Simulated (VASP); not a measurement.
Calculation: revPBE GGA, VASP's PBE PAW potentials (set 64) (plane waves; VASP 6.6.1).

VASP input:

### POSCAR
```
Ca
1
    0.0000000000     2.7426394754     2.7426394754
    2.7426394754     0.0000000000     2.7426394754
    2.7426394754     2.7426394754     0.0000000000
Ca
1
Direct
  0.0000000000   0.0000000000   0.0000000000
```

### KPOINTS
```
Regular mesh
0
Gamma
 11 11 11
```

**INCAR**
```
SYSTEM = Ca
PREC = Accurate
ENCUT = 520
EDIFF = 1E-7
NELM = 100
ALGO = Normal
LREAL = .FALSE.
LASPH = .TRUE.
ISMEAR = 1
SIGMA = 0.1
GGA = RE
LWAVE = .FALSE.
LCHARG = .FALSE.
ISIF = 2
```

POTCAR, in this order: Ca_sv (PBE.64 set). Program: vasp_std.

**Question.** Predict the energy per atom (σ→0), pressure, band gap (on the k-mesh).

**Answer.** 
energy per atom (σ→0): -169.4 kJ/mol of atoms
band gap (on the k-mesh): none (metal, semimetal or under 0.01 eV)
pressure: 1.13 GPa

File OSZICAR:
```
...
DAV:   6    -0.175720874775E+01    0.71819E-02   -0.14165E-02  1276   0.149E+00    0.137E+00
DAV:   7    -0.175609807314E+01    0.11107E-02   -0.20269E-02  1204   0.196E+00    0.110E-01
DAV:   8    -0.175557493463E+01    0.52314E-03   -0.25190E-03  1185   0.550E-01    0.218E-02
DAV:   9    -0.175559453041E+01   -0.19596E-04   -0.14386E-04  1656   0.962E-02    0.943E-03
DAV:  10    -0.175559466596E+01   -0.13555E-06   -0.11880E-05  1298   0.394E-02    0.126E-03
DAV:  11    -0.175559394322E+01    0.72274E-06   -0.77792E-07  1555   0.895E-03    0.570E-04
DAV:  12    -0.175559391817E+01    0.25051E-07   -0.33910E-08   892   0.151E-03
   1 F= -.17555939E+01 E0= -.17554610E+01  d E =-.398634E-03
```

The compound is Ca in the fcc structure. This cell is one point of a volume scan, at 0.94 of the reference volume.
